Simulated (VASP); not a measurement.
Given:

```
CsCl
1.0
    4.12000     0.00000     0.00000
    0.00000     4.12000     0.00000
    0.00000     0.00000     4.12000
Cs Cl
1 1
Direct
  0.00000   0.00000   0.00000
  0.50000   0.50000   0.50000
```

Calculation: PBE GGA, VASP's PBE PAW potentials (set 64) (plane waves; VASP). Numerical set-up: 480 eV cut-off, 6×6×6 Γ-centred mesh, Gaussian smearing of 0.050 eV, potentials Cs_sv Cl.

Energy and stress use the plane-wave basis of the starting cell.

**Question.** The ions, cell shape and volume are relaxed. What does this cell relax into?

**Answer.** 
```
CsCl
1.0
    4.20906     0.00000     0.00000
    0.00000     4.20906     0.00000
    0.00000     0.00000     4.20906
Cs Cl
1 1
Direct
  0.00000   0.00000   0.00000
  0.50000   0.50000   0.50000
```
Space group Pm-3m (221), at a tolerance of 0.03 Å.

**Question.** How do energy and volume change from the first to the last step?

**Answer.** The energy (σ→0) changes by -6.9 meV/atom and the volume by +6.6 %, in 3 ionic steps.

```json
[
 {"step": "1", "E(σ→0) (eV)": "-6.5258", "max force (eV/Å)": "0.000", "pressure (GPa)": "1.05", "volume (Å³)": "69.93"},
 {"step": "2", "E(σ→0) (eV)": "-6.5368", "max force (eV/Å)": "0.000", "pressure (GPa)": "0.46", "volume (Å³)": "72.29"},
 {"step": "3", "E(σ→0) (eV)": "-6.5397", "max force (eV/Å)": "0.000", "pressure (GPa)": "-0.03", "volume (Å³)": "74.57"}
]
```

The compound is CsCl in the CsCl type structure. This run relaxes it. Symmetry was kept, so distortions that lower it aren't found.
